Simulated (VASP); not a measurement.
Given:

```
CELL_PARAMETERS angstrom
      3.55865     0.00000     0.00000
      0.00000     3.55865     0.00000
      0.00000     0.00000     3.55865
ATOMIC_POSITIONS crystal
  Al 0.00000 0.00000 0.00000
  Ni 0.00000 0.50000 0.50000
  Ni 0.50000 0.00000 0.50000
  Ni 0.50000 0.50000 0.00000
```
Starting moments (μB, in the order of the record's atoms Al Ni Ni Ni): 0.0 0.3 0.3 0.3.

Computed with PBE GGA with D3 dispersion (Becke-Johnson damping), VASP's PBE PAW potentials (set 64) (plane waves; VASP 6.6.1). Settings: 520 eV cut-off, 9×9×9 Γ-centred mesh, first-order Methfessel-Paxton smearing of 0.10 eV, potentials Al Ni.

### Question
The job: Ni3Al (L1_2), 4 atoms, PBE-D3(BJ), static run, 520 eV, 9×9×9 Γ-centred mesh. Roughly how much core time does it take on a busy server core?

### Answer
About 40 core-seconds (one run on a shared machine, a rough figure). It had 35 irreducible k-points, 20 bands, up to 1236 plane waves and 18 electronic steps.

The compound is Ni3Al in the L1_2 structure. This cell is one point of a volume scan, at 1.03 of the reference volume.
